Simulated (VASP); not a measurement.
Output of a VASP run:

File OSZICAR:
```
       N       E                     dE             d eps       ncg     rms          rms(c)
DAV:   1     0.804846472981E+02    0.80485E+02   -0.73761E+03  3083   0.136E+03
DAV:   2    -0.189866986608E+02   -0.99471E+02   -0.96809E+02  3104   0.337E+02
DAV:   3    -0.250014298441E+02   -0.60147E+01   -0.58071E+01  4889   0.811E+01
DAV:   4    -0.252164858011E+02   -0.21506E+00   -0.21296E+00  3820   0.133E+01
DAV:   5    -0.252283507134E+02   -0.11865E-01   -0.11855E-01  4623   0.270E+00    0.114E+01
DAV:   6    -0.210032315974E+02    0.42251E+01   -0.15124E+01  4428   0.560E+01    0.304E+00
DAV:   7    -0.203992537556E+02    0.60398E+00   -0.16533E+00  3600   0.158E+01    0.187E+00
DAV:   8    -0.205121574792E+02   -0.11290E+00   -0.61790E-01  3811   0.679E+00    0.126E+00
DAV:   9    -0.205500682302E+02   -0.37911E-01   -0.53928E-02  3771   0.302E+00    0.684E-01
DAV:  10    -0.205577385032E+02   -0.76703E-02   -0.16432E-01  3177   0.505E+00    0.216E-01
DAV:  11    -0.205933727464E+02   -0.35634E-01   -0.26931E-02  3166   0.184E+00    0.859E-02
DAV:  12    -0.205939676763E+02   -0.59493E-03   -0.75889E-04  3932   0.329E-01    0.627E-02
DAV:  13    -0.205936525542E+02    0.31512E-03   -0.10147E-03  3146   0.442E-01    0.427E-02
DAV:  14    -0.205941553612E+02   -0.50281E-03   -0.46401E-04  3119   0.234E-01    0.124E-02
DAV:  15    -0.205941581562E+02   -0.27951E-05   -0.11246E-05  3767   0.428E-02    0.124E-02
DAV:  16    -0.205941602273E+02   -0.20710E-05   -0.13931E-06  3516   0.147E-02    0.112E-02
DAV:  17    -0.205941573462E+02    0.28810E-05   -0.23452E-05  3481   0.301E-02    0.466E-03
DAV:  18    -0.205941577324E+02   -0.38619E-06   -0.96962E-07  3786   0.113E-02    0.490E-03
DAV:  19    -0.205941580423E+02   -0.30985E-06   -0.14142E-07  2295   0.517E-03    0.348E-03
DAV:  20    -0.205941579931E+02    0.49117E-07   -0.87035E-07  3426   0.831E-03
   1 F= -.20594158E+02 E0= -.20594333E+02  d E =0.524192E-03
```

OUTCAR:
```
------------------------ aborting loop because EDIFF is reached ----------------------------------------
  FORCE on cell =-STRESS in cart. coord.  units (eV):
  Direction    XX          YY          ZZ          XY          YZ          ZX
  --------------------------------------------------------------------------------------
  Total        0.0144165      0.0144165      0.0387990      0.0000000     -0.0000000      0.0000000
  in kB        0.7197734      0.7197734      1.9371247      0.0000000     -0.0000000      0.0000000
  external PRESSURE =       1.1255572 kB  Pullay stress =       0.0000000 kB
  volume of cell :       32.09
      direct lattice vectors                 reciprocal lattice vectors
     2.814796763  0.000000000  0.000000000     0.355265436  0.000000000  0.000000000
     0.000000000  2.814796763  0.000000000     0.000000000  0.355265436  0.000000000
     0.000000000  0.000000000  4.050226728     0.000000000  0.000000000  0.246899758
 POSITION                                       TOTAL-FORCE (eV/Angst)
 -----------------------------------------------------------------------------------
      0.00000      0.00000      0.00000         0.000000      0.000000      0.000000
      1.40740      1.40740      2.02511         0.000000      0.000000      0.000000
 -----------------------------------------------------------------------------------
    total drift:                               -0.000000      0.000000     -0.000000
  FREE ENERGIE OF THE ION-ELECTRON SYSTEM (eV)
  ---------------------------------------------------
  free  energy   TOTEN  =       -20.5941579931 eV

  energy  without entropy=      -20.5946821856  energy(sigma->0) =      -20.59433272
```
(Selected blocks of OUTCAR.)

File POSCAR:
```
TiAl
1
    2.8147967627     0.0000000000     0.0000000000
    0.0000000000     2.8147967627     0.0000000000
    0.0000000000     0.0000000000     4.0502267283
Ti Al
1 1
Direct
  0.0000000000   0.0000000000   0.0000000000
  0.5000000000   0.5000000000   0.5000000000
```

Question: Write an INCAR and KPOINTS that could have produced this output.

Answer: This is not unique; one that fits is the input of the run itself, r2SCAN meta-GGA, plane waves, VASP's PBE PAW potentials (set 64).

### INCAR
```
LMIXTAU = .TRUE.
EDIFF = 1E-7   ! SCF stop (eV)
PREC = Accurate
ALGO = Normal
LASPH = .TRUE.   ! aspherical one-centre terms
SIGMA = 0.1
LMAXMIX = 4
ISIF = 2
SYSTEM = TiAl
METAGGA = R2SCAN
ENCUT = 480
ISMEAR = 1
NELM = 100   ! most electronic steps
LREAL = .FALSE.   ! projection in real space or not
LWAVE = .FALSE.
LCHARG = .FALSE.
```

### KPOINTS
```
Automatic
0
gamma
 12 12 8
```

POTCAR, in this order: Ti_sv Al (PBE.64 set). Program: vasp_std.

The compound is TiAl in the L1_0 structure. It was relaxed first. The electron count is odd and the run is not spin-polarised, which forces a metal.
